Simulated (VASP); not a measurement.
Level of theory: RPBE GGA, VASP's PBE PAW potentials (set 64) (plane waves; VASP 6.6.1).

VASP input:

**INCAR**
```
SYSTEM = SnO
PREC = Accurate
ENCUT = 520
EDIFF = 1E-6
NELM = 100
ALGO = Normal
LREAL = .FALSE.
LASPH = .TRUE.
ISMEAR = 0
SIGMA = 0.05
GGA = RP
LMAXMIX = 4
LWAVE = .FALSE.
LCHARG = .FALSE.
IBRION = 2
ISIF = 3
NSW = 60
EDIFFG = -0.02
```

**KPOINTS**
```
Automatic
0
G
 5 5 4
```

### POSCAR
```
SnO
1
    3.9124298728     0.0000000000     0.0000000000
    0.0000000000     3.9124298728     0.0000000000
    0.0000000000     0.0000000000     5.4502714179
Sn O
2 2
Direct
  0.5000000000   0.0000000000   0.7858585868
  0.0000000000   0.5000000000   0.2141414132
  0.5000000000   0.5000000000   0.0000000000
  0.0000000000   0.0000000000   0.0000000000
```

POTCAR, in this order: Sn_d O (PBE.64 set). Program: vasp_std.

Without a dispersion term in the relaxation, distances and binding between the weakly bound layers, chains or molecules are unreliable, and so is what depends on them.

Question: Predict the energy per atom (σ→0).

Answer: 
| Quantity | Result |
|---|---|
| energy per atom (σ→0) | -5.320 eV/atom |

OSZICAR:
```
...
DAV:   9    -0.212775748095E+02    0.26005E-01   -0.24190E-01  1352   0.414E+00    0.308E-01
DAV:  10    -0.212824612286E+02   -0.48864E-02   -0.30096E-02  1144   0.136E+00    0.277E-01
DAV:  11    -0.212809939440E+02    0.14673E-02   -0.13664E-02  1368   0.961E-01    0.468E-02
DAV:  12    -0.212811901269E+02   -0.19618E-03   -0.11960E-03   888   0.222E-01    0.697E-02
DAV:  13    -0.212811646348E+02    0.25492E-04   -0.41556E-04  1248   0.189E-01    0.929E-03
DAV:  14    -0.212811665285E+02   -0.18938E-05   -0.28410E-05  1032   0.402E-02    0.571E-03
DAV:  15    -0.212811669621E+02   -0.43354E-06   -0.19955E-06   904   0.163E-02
   1 F= -.21281167E+02 E0= -.21281167E+02  d E =-.212812E+02
```

The compound is SnO in the litharge structure. It was relaxed first, which changed the volume by +19 %. The start is the result of an earlier pass.
